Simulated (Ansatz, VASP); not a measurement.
# CeCl in two plane-wave programs, part 2 of 3

Aim: how closely do two programs agree when they are given the same cell, functional and k mesh? The cell is invented: As first built, before any earlier steps moved the atoms (in the runner's words): it takes the SmI structure with all of its atoms replaced by other elements, volume scaled by an estimate. It may not be a known or stable phase. The cell is taken from a series of VASP runs on this material, whose earlier steps may have relaxed, scaled or displaced it; both programs get it as it stands. Other levels of theory on this material are compared in a session of their own.

VASP 6.6.1 and Ansatz 0.2.0.

So far: Set-up; Ansatz: band structure, PBE.

In doubt: a part-filled 4f shell, where there is one, can sit in one of many states, so energies may not be the lowest and differences between runs may mislead; derivatives with an open 4f shell can jump between states, which bears on forces and vibrations.

### Step 3. VASP: band structure, PBE

Level of this step: PBE, spin-polarised from a ferromagnetic start (one magnetic atom a cell); plane waves and PAW (Ce, Cl); invented cell (VASP).

The same cell, functional, mesh and smearing now go to VASP, with its own data sets and cutoff.

Lines of VASP's logs that name or quote its potential files are left out, and so is its time.

Contents of INCAR:

```
SYSTEM = CeCl
PREC = Accurate
ENCUT = 400
EDIFF = 1E-06
NELM = 100
ISMEAR = 0
SIGMA = 0.02
LREAL = .FALSE.
ALGO = Normal
GGA = PE
ISPIN = 2
MAGMOM = 1 0
LMAXMIX = 6
LORBIT = 11
LWAVE = .FALSE.
LCHARG = .FALSE.
KPAR = 4
```

Contents of POSCAR:

```
CeCl
1.0
    3.5112017137      0.0000000000      0.0000000000
   -1.7556008568      3.0407899283      0.0000000000
    0.0000000000      0.0000000000      4.4659431166
Ce Cl
1 1
Direct
    0.0000000000      0.0000000000      0.0000000000
    0.3333333300      0.6666666700      0.5000000000
```

Contents of KPOINTS:

```
Automatic mesh
0
Gamma
5 5 3
0 0 0
```

Contents of KPOINTS_OPT:

```
Line mode
16
Line-mode
Reciprocal
  0.00000000   0.00000000   0.00000000 GAMMA
  0.50000000   0.00000000   0.00000000 M

  0.50000000   0.00000000   0.00000000 M
  0.33333333   0.33333333   0.00000000 K

  0.33333333   0.33333333   0.00000000 K
  0.00000000   0.00000000   0.00000000 GAMMA

  0.00000000   0.00000000   0.00000000 GAMMA
  0.00000000   0.00000000   0.50000000 A

  0.00000000   0.00000000   0.50000000 A
  0.50000000   0.00000000   0.50000000 L

  0.50000000   0.00000000   0.50000000 L
  0.33333333   0.33333333   0.50000000 H

  0.33333333   0.33333333   0.50000000 H
  0.00000000   0.00000000   0.50000000 A

  0.50000000   0.00000000   0.50000000 L
  0.50000000   0.00000000   0.00000000 M

  0.33333333   0.33333333   0.00000000 K
  0.33333333   0.33333333   0.50000000 H
```

PAW data sets: Ce and Cl (PBE family, release 64).

Launch:

```console
$ mpirun -np 4 vasp_std
```

Numbers of over 12 decimals in the logs are rounded to 6 here.

The log of the run:

```text
[banner, memory and clock lines left out]
running    4 mpi-ranks, on    1 nodes
 distrk:  each k-point on    1 cores,    4 groups
 distr:  one band on    1 cores,    1 groups

 POSCAR found type information on POSCAR CeCl
 POSCAR found :  2 types and       2 ions
 LDA part: xc-table for (Slater+PW92), standard interpolation
 POSCAR, INCAR and KPOINTS ok, starting setup
 FFT: planning ... GRIDC
 FFT: planning ... GRID_SOFT
 FFT: planning ... GRID
 WAVECAR not read
 entering main loop
       N       E                     dE             d eps       ncg     rms          rms(c)
DAV:   1     0.156531073044E+03    0.15653E+03   -0.72048E+03   560   0.133E+03
DAV:   2     0.793374193698E+01   -0.14860E+03   -0.14305E+03   758   0.229E+02
DAV:   3    -0.913586459953E+01   -0.17070E+02   -0.16876E+02   772   0.104E+02
DAV:   4    -0.105552435481E+02   -0.14194E+01   -0.12499E+01   878   0.190E+01
DAV:   5    -0.106363542317E+02   -0.81111E-01   -0.81021E-01   864   0.521E+00    0.680E+00
DAV:   6    -0.104095380863E+02    0.22682E+00   -0.90878E-01   936   0.612E+00    0.354E+00
DAV:   7    -0.103675717821E+02    0.41966E-01   -0.40935E-01   940   0.498E+00    0.222E+00
DAV:   8    -0.103834084652E+02   -0.15837E-01   -0.30908E-01   910   0.322E+00    0.250E+00
DAV:   9    -0.103699288011E+02    0.13480E-01   -0.17178E-01   812   0.241E+00    0.972E-01
DAV:  10    -0.103715763052E+02   -0.16475E-02   -0.70508E-03   982   0.682E-01    0.551E-01
DAV:  11    -0.103710536239E+02    0.52268E-03   -0.77459E-03   924   0.503E-01    0.203E-01
DAV:  12    -0.103711545926E+02   -0.10097E-03   -0.84905E-04  1040   0.215E-01    0.620E-02
DAV:  13    -0.103712386606E+02   -0.84068E-04   -0.20540E-04  1022   0.101E-01    0.469E-02
DAV:  14    -0.103712461521E+02   -0.74916E-05   -0.98372E-05   832   0.551E-02    0.316E-02
DAV:  15    -0.103712497528E+02   -0.36007E-05   -0.12132E-05   864   0.236E-02    0.238E-02
DAV:  16    -0.103712497638E+02   -0.10976E-07   -0.11696E-05   738   0.224E-02    0.100E-02
DAV:  17    -0.103712503268E+02   -0.56297E-06   -0.14020E-06   514   0.950E-03
   1 F= -.10371250E+02 E0= -.10370620E+02  d E =-.126102E-02  mag=     1.0030
 Start KPOINTS_OPT (optional k-point list driver)
k-point batch [1-10\144]
       N       E                     dE             ncg
DAV:   1     0.848329434306E+03   -0.46407E+03      560
DAV:   2    -0.723648959252E+03   -0.15720E+04      816
DAV:   3    -0.904251828800E+03   -0.18060E+03      770
DAV:   4    -0.915898384848E+03   -0.11647E+02      862
DAV:   5    -0.916636440919E+03   -0.73806E+00      972
DAV:   6    -0.916698232206E+03   -0.61791E-01      914
DAV:   7    -0.916701900236E+03   -0.36680E-02      946
DAV:   8    -0.916702172274E+03   -0.27204E-03      932
DAV:   9    -0.916702196046E+03   -0.23772E-04      934
DAV:  10    -0.916702197750E+03   -0.17033E-05      730
DAV:  11    -0.916702197934E+03   -0.18392E-06      622
[...]
k-point batch [141-144\144]
       N       E                     dE             ncg
DAV:   1     0.420035096956E+04   -0.23385E+04      232
DAV:   2     0.365610104322E+04   -0.54425E+03      342
DAV:   3     0.362161661534E+04   -0.34484E+02      270
DAV:   4     0.361998160076E+04   -0.16350E+01      402
DAV:   5     0.361986838757E+04   -0.11321E+00      310
DAV:   6     0.361985184272E+04   -0.16545E-01      404
DAV:   7     0.361985124446E+04   -0.59827E-03      334
DAV:   8     0.361985119738E+04   -0.47080E-04      374
DAV:   9     0.361985119428E+04   -0.30978E-05      274
DAV:  10     0.361985119399E+04   -0.28957E-06      232
```

Parts of OUTCAR (step 3):

```text
ion  position               nearest neighbor table
   1  0.000  0.000  0.000-
   2  0.333  0.667  0.500-

  LATTYP: Found a hexagonal cell.
 ALAT       =     3.5112017137
 C/A-ratio  =     1.2719130032

 Subroutine GETGRP returns: Found 12 space group operations
 (whereof 12 operations were pure point group operations)

The static configuration has the point symmetry D_3h.

 Found     10 irreducible k-points:

   k-points           NKPTS =     10   k-points in BZ     NKDIM =     10   number of bands    NBANDS=     14

   dimension x,y,z NGX =    24 NGY =   24 NGZ =   30
   dimension x,y,z NGXF=    48 NGYF=   48 NGZF=   60

   ENCUT  =  400.0 eV  29.40 Ry    5.42 a.u.   5.73  5.73  7.28*2*pi/ulx,y,z

   NELECT =      19.0000    total number of electrons

 k-points in reciprocal lattice and weights: Automatic mesh
   0.00000000  0.00000000  0.00000000       0.013
   0.20000000 -0.00000000  0.00000000       0.080
   0.40000000 -0.00000000  0.00000000       0.080
   0.20000000  0.20000000  0.00000000       0.080
   0.40000000  0.20000000  0.00000000       0.080
   0.00000000  0.00000000  0.33333333       0.027
   0.20000000 -0.00000000  0.33333333       0.160
   0.40000000 -0.00000000  0.33333333       0.160
   0.20000000  0.20000000  0.33333333       0.160
   0.40000000  0.20000000  0.33333333       0.160

 average (electrostatic) potential at core
       1 -75.6641       2 -89.8613

 E-fermi :   8.3812

 spin component 1
 k-point     1 :       0.0000    0.0000    0.0000
  band No.  band energies     occupation
    ...
      6       2.5472      1.00000
      7       3.4749      1.00000
      8       3.4749      1.00000
      9       6.2296      1.00000
     10       8.0663      1.00000
     11       8.5212      0.00000
     12       8.5212      0.00000
     13       8.5729      0.00000
     14       8.7571      0.00000

 k-point     2 :       0.2000   -0.0000    0.0000
  band No.  band energies     occupation
    ...
      6       2.2107      1.00000
      7       2.3643      1.00000
      8       3.3670      1.00000
      9       7.1370      1.00000
     10       8.0613      1.00000
     11       8.4439      0.00000
     12       8.5960      0.00000
     13       8.6692      0.00000
     14       8.6976      0.00000

 k-point     3 :       0.4000   -0.0000    0.0000
  band No.  band energies     occupation
    ...
      6       1.0602      1.00000
      7       1.6818      1.00000
      8       3.1746      1.00000
      9       6.7225      1.00000
     10       8.3132      1.00000
     11       8.5072      0.00000
     12       8.6107      0.00000
     13       8.7526      0.00000
     14       8.7584      0.00000

 k-point     4 :       0.2000    0.2000    0.0000
  band No.  band energies     occupation
    ...
      7       1.8062      1.00000
      8       2.8557      1.00000
      9       7.8543      1.00000
     10       8.1282      1.00000
     11       8.3017      1.00000
     12       8.6074      0.00000
     13       8.6843      0.00000
     14       8.7508      0.00000

 k-point     5 :       0.4000    0.2000    0.0000
  band No.  band energies     occupation
    ...
      6       1.1509      1.00000
      7       1.5802      1.00000
      8       2.4223      1.00000
      9       7.6889      1.00000
     10       8.0832      1.00000
     11       8.5247      0.00000
     12       8.5680      0.00000
     13       8.7348      0.00000
     14       8.8232      0.00000

 k-point     6 :       0.0000    0.0000    0.3333
  band No.  band energies     occupation
    ...
      6       1.4169      1.00000
      7       3.4433      1.00000
      8       3.4433      1.00000
      9       7.2358      1.00000
     10       8.1689      1.00000
     11       8.4607      0.00000
     12       8.6178      0.00000
     13       8.6178      0.00000
     14       8.8152      0.00000

  Total       -0.0332852     -0.0332852     -0.1618925     -0.0000000      0.0000000      0.0000000
  in kB       -1.1184238     -1.1184238     -5.4397882     -0.0000000      0.0000000      0.0000000
  external PRESSURE =      -2.5588786 kB  Pullay stress =       0.0000000 kB

  energy-cutoff  :      400.00
  volume of cell :       47.68
      direct lattice vectors                 reciprocal lattice vectors
     3.511201714  0.000000000  0.000000000     0.284802777  0.164430958  0.000000000
    -1.755600857  3.040789928  0.000000000     0.000000000  0.328861915  0.000000000
     0.000000000  0.000000000  4.465943117     0.000000000  0.000000000  0.223916869

 POSITION                                       TOTAL-FORCE (eV/Angst)
 -----------------------------------------------------------------------------------
      0.00000      0.00000      0.00000        -0.000000      0.000000      0.000000
     -0.00000      2.02719      2.23297         0.000000     -0.000000      0.000000
 -----------------------------------------------------------------------------------
    total drift:                                0.000017     -0.000010     -0.000000

  FREE ENERGIE OF THE ION-ELECTRON SYSTEM (eV)
  ---------------------------------------------------
  free  energy   TOTEN  =       -10.3712503268 eV

  energy  without entropy=      -10.3699893108  energy(sigma->0) =      -10.37061982

 total charge
# of ion       s       p       d       f       tot
--------------------------------------------------
    1        2.024   5.651   0.949   1.117   9.741
    2        1.595   3.526   0.000   0.000   5.121
--------------------------------------------------
tot          3.619   9.177   0.949   1.117  14.862

 magnetization (x)
# of ion       s       p       d       f       tot
--------------------------------------------------
    1        0.003  -0.001   0.084   0.741   0.827
    2       -0.000  -0.012   0.000   0.000  -0.013
--------------------------------------------------
tot          0.002  -0.013   0.084   0.741   0.814

[... 6 further parts left out ...]
```

LASPH is off, so gradient terms of the non-spherical density inside the spheres are left out; for open d or f shells this can shift gaps and moments.

### Step 4. Differences

Known differences besides the potentials themselves: the cutoff is 420 eV in Ansatz and 400 eV in VASP; VASP leaves aspherical gradient terms in its spheres out (LASPH is not set), Ansatz keeps them; site moments are counted in spheres of each program's own size. Total energies have different zeros and are not compared.

Both answers:

```tsv
quantity	Ansatz	VASP	difference
pressure (GPa)	0.12	-0.26	+0.37
total moment (μB)	1.02	1.00	+0.02
moment on Ce1 (μB)	0.82	0.83	-0.01
```

### Step 5. Ansatz: band structure, PBEsol

A single point gives forces, pressure and levels at one fixed geometry, so differences don't come from the geometry; what else differs is listed under the comparison.

The cell is taken from a series of VASP runs on this material, whose earlier steps may have relaxed, scaled or displaced it; both programs get it as it stands.

Contents of input.yaml:

```yaml
crystal:
  lattice:
    - [3.5112017137, 0.0, 0.0]
    - [-1.7556008568, 3.0407899283, 0.0]
    - [0.0, 0.0, 4.4659431166]
  atoms:
    - { symbol: Ce, position: [0.0, 0.0, 0.0], spin: 1.0 }
    - { symbol: Cl, position: [0.33333333, 0.66666667, 0.5] }
hamiltonian:
  xc: pbesol
  pseudopotentials: { kind: paw }
magnetization:
  spin_polarized: true
kpoints:
  mp_grid: { grid: [5, 5, 3] }
  band_path:
    path:
      - [0.0, 0.0, 0.0]
      - [0.13333, 0.0, 0.0]
      - [0.3, 0.0, 0.0]
      - [0.46667, 0.0, 0.0]
      - [0.46667, 0.06667, 0.0]
      - [0.41111, 0.17778, 0.0]
      - [0.35556, 0.28889, 0.0]
      - [0.28889, 0.28889, 0.0]
      - [0.17778, 0.17778, 0.0]
      - [0.06667, 0.06667, 0.0]
      - [0.0, 0.0, 0.03333]
      - [0.0, 0.0, 0.2]
      - [0.0, 0.0, 0.36667]
      - [0.0, 0.0, 0.5]
      - [0.16667, 0.0, 0.5]
      - [0.3, 0.0, 0.5]
      - [0.46667, 0.0, 0.5]
      - [0.46667, 0.06667, 0.5]
      - [0.41111, 0.17778, 0.5]
      - [0.35556, 0.28889, 0.5]
      - [0.28889, 0.28889, 0.5]
      - [0.17778, 0.17778, 0.5]
      - [0.06667, 0.06667, 0.5]
      - [0.5, 0.0, 0.46667]
      - [0.5, 0.0, 0.3]
      - [0.5, 0.0, 0.13333]
      - [0.33333, 0.33333, 0.0]
      - [0.33333, 0.33333, 0.16667]
      - [0.33333, 0.33333, 0.33333]
      - [0.33333, 0.33333, 0.5]
    npoints: 1
scf:
  occupations: { method: gaussian, width: 0.02 }
  n_extra_bands: 9
output:
  forces: true
  stress: true
  eigenvalues: true
```

Launch:

```console
$ ansatz run input.yaml --threads 2 --pin off --max-ram 4608MiB --backend cpu --events-out ev --progress --plain --runs-dir out
```

The log of the run:

```text
[...]
Crystal: 2 atoms, lattice volume = 47.682 Å³
Basis set: ecut = 420 eV, 945 PW (Γ), exchange–correlation on 48×48×60 points (8 copies of the dense FFT grid, shifted against one another)
Bands: 19, of which v1, the nominal top of the filled ones, is band 10 counted from 1 (9 counted from 0)
Symmetry: 12 space group operations
[...]
k-point 1 ↑: bands = [... 6 lower, 7.8461, 7.8461, 11.5764, 12.4771, 12.7783, 12.9378, 12.9378, 13.1551, ... 5 higher]
  k-point 2 ↑: bands = [... 6 lower, 6.7350, 7.7688, 11.4679, 12.3828, 12.7592, 12.9117, 12.9839, 13.0331, ... 5 higher]
  k-point 9 ↓: bands = [... 6 lower, 6.5320, 6.8114, 12.6690, 13.1946, 13.2831, 13.3276, 13.5580, 13.6383, ... 5 higher]
[key lines of the parts left out:]
SCF converged after 16 iterations
Magnetization: 1.0055 μB (10.0028 up, 8.9972 down)
Free energy (F): -7548.280270 eV
Fermi energy:    12.701064 eV
P = ⅓ Tr σ = -3.9517 GPa (-39.517 kbar)
```

The job ended after 9.4 s (2 threads of Arm Neoverse V1, shared host; peak memory 0.33 GiB; 8.1 s of CPU time).

### Step 6. VASP: band structure, PBEsol

The same cell, functional, mesh and smearing now go to VASP, with its own data sets and cutoff.

Edit INCAR of step 3 so:

```diff
@@ -9,3 +9,3 @@
 ALGO = Normal
-GGA = PE
+GGA = PS
 ISPIN = 2
```

POSCAR is that of step 3.

KPOINTS is that of step 3.

KPOINTS_OPT is that of step 3.

Launch:

```console
$ mpirun -np 4 vasp_std
```

The log of the run:

```text
[banner, memory and clock lines left out]
running    4 mpi-ranks, on    1 nodes
[...]
|                                                                             |
|               ----> ADVICE to this user running VASP <----                  |
|                                                                             |
|     You enforced a specific xc type in the INCAR file but a different       |
|     [... a line on the potential file left out ...]
|     I HOPE YOU KNOW WHAT YOU ARE DOING!                                     |
|                                                                             |

 LDA part: xc-table for (Slater+PW92), standard interpolation
 POSCAR, INCAR and KPOINTS ok, starting setup
[...]
entering main loop
       N       E                     dE             d eps       ncg     rms          rms(c)
DAV:   1     0.154848101133E+03    0.15485E+03   -0.71904E+03   560   0.133E+03
DAV:   2     0.709433687373E+01   -0.14775E+03   -0.14236E+03   752   0.229E+02
[...]
DAV:  15    -0.112039658431E+02    0.21458E-05   -0.40860E-06   650   0.144E-02    0.125E-02
DAV:  16    -0.112039657992E+02    0.43856E-07   -0.44563E-06   616   0.139E-02
   1 F= -.11203966E+02 E0= -.11203426E+02  d E =-.107952E-02  mag=     1.0005
 Start KPOINTS_OPT (optional k-point list driver)
k-point batch [1-10\144]
       N       E                     dE             ncg
DAV:   1     0.818761901053E+03   -0.49364E+03      560
DAV:   2    -0.745751371536E+03   -0.15645E+04      816
DAV:   3    -0.925751570435E+03   -0.18000E+03      782
DAV:   4    -0.936821465988E+03   -0.11070E+02      856
[...]
DAV:   9    -0.937633947694E+03   -0.25154E-04      964
DAV:  10    -0.937633949552E+03   -0.18573E-05      756
DAV:  11    -0.937633949727E+03   -0.17500E-06      634
[...]
k-point batch [141-144\144]
       N       E                     dE             ncg
DAV:   1     0.418861138515E+04   -0.23502E+04      232
DAV:   2     0.364966406481E+04   -0.53895E+03      334
DAV:   3     0.361311130352E+04   -0.36553E+02      264
DAV:   4     0.361134885303E+04   -0.17625E+01      394
[...]
DAV:   8     0.361118918867E+04   -0.57688E-04      386
DAV:   9     0.361118918490E+04   -0.37744E-05      310
DAV:  10     0.361118918459E+04   -0.30498E-06      222
```

Parts of OUTCAR (step 6):

```text
  Total       -1.1515239     -1.1515239     -1.5256429     -0.0000000      0.0000000      0.0000000
  in kB      -38.6926215    -38.6926227    -51.2634813     -0.0000000      0.0000000      0.0000000
  external PRESSURE =     -42.8829085 kB  Pullay stress =       0.0000000 kB

 POSITION                                       TOTAL-FORCE (eV/Angst)
 -----------------------------------------------------------------------------------
      0.00000      0.00000      0.00000         0.000000     -0.000000      0.000000
     -0.00000      2.02719      2.23297        -0.000000      0.000000      0.000000
 -----------------------------------------------------------------------------------
    total drift:                                0.000017     -0.000010     -0.000000

  FREE ENERGIE OF THE ION-ELECTRON SYSTEM (eV)
  ---------------------------------------------------
  free  energy   TOTEN  =       -11.2039657992 eV

  energy  without entropy=      -11.2028862762  energy(sigma->0) =      -11.20342604

 magnetization (x)
# of ion       s       p       d       f       tot
--------------------------------------------------
    1        0.004  -0.000   0.087   0.729   0.821
    2       -0.000  -0.013   0.000   0.000  -0.013
--------------------------------------------------
tot          0.004  -0.013   0.087   0.729   0.807

[... 2 parts as in an earlier step ...]

[... 1 further part left out ...]
[key lines of the parts left out:]
E-fermi :   8.2345
```

At this level the cell is under a tension of 4.3 GPa, so at these settings it is away from equilibrium.

### Step 7. Comparison

What differs besides the data sets and the points named for the pairs above, as far as they apply: Ansatz makes its cores anew for this functional, VASP keeps those of its PBE data sets. Total energies have different zeros and are not compared.

Compared:

```tsv
quantity	Ansatz	VASP	difference
pressure (GPa)	-3.95	-4.29	+0.34
total moment (μB)	1.01	1.00	+0.01
moment on Ce1 (μB)	0.81	0.82	-0.01
```

(Part 2 of 3 ends here.)

[Lines on the potential files, build, host, timing and source positions are cut from VASP's logs without a mark.]

[Logs are printed without paths, hosts, clocks, repeated set-up lines and the standing remarks that a program may print on its own settings, such as how far it seeks lower states.]

[Hosts, paths, dates, database ids (printed as entryN), source tags and the programs' standing remarks are cut or masked in the printed files.]
